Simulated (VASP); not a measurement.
BeAl, 2 atoms in the cell. The cell holds a sheet with vacuum, 2 atoms: a = 4.032 Å, b = 4.032 Å, c = 23.800 Å, α = 90.00°, β = 90.00°, γ = 120.00°. The cell was built by a generator and needn't be a form met in nature. The cell isn't the ideal one: species swapped into a sheet of the AlGe type.

```yaml
Program: VASP 6.6.1
Task: single point
Functional: PBE
Potentials_or_basis: VASP PAW PBE potentials, release 64 (Be, Al)
Cutoff: 520 eV
k_mesh: 6 × 6 × 1
Occupations: gaussian, width 0.1 eV
Spin: no spin polarisation
Dipole_correction: yes
Further_INCAR_settings: ALGO = Fast; EDIFF = 1e-06; NBANDS = 10
```

Potentials or basis: VASP PAW PBE potentials, release 64 (Be, Al).

Run with:

```console
$ cat potpaw_PBE.64/Be/POTCAR potpaw_PBE.64/Al/POTCAR > POTCAR
$ mpirun -np 1 vasp_std > vasp.out
```

Hardware: 1 thread of Intel(R) Xeon(R) Platinum 8488C (Sapphire Rapids) (shared host).

Estimate the wall time of this run.

It took 60 s on 1 thread of Intel(R) Xeon(R) Platinum 8488C (Sapphire Rapids) (shared host), peak memory 0.39 GiB. Counts: scf iterations 29, k points 7.
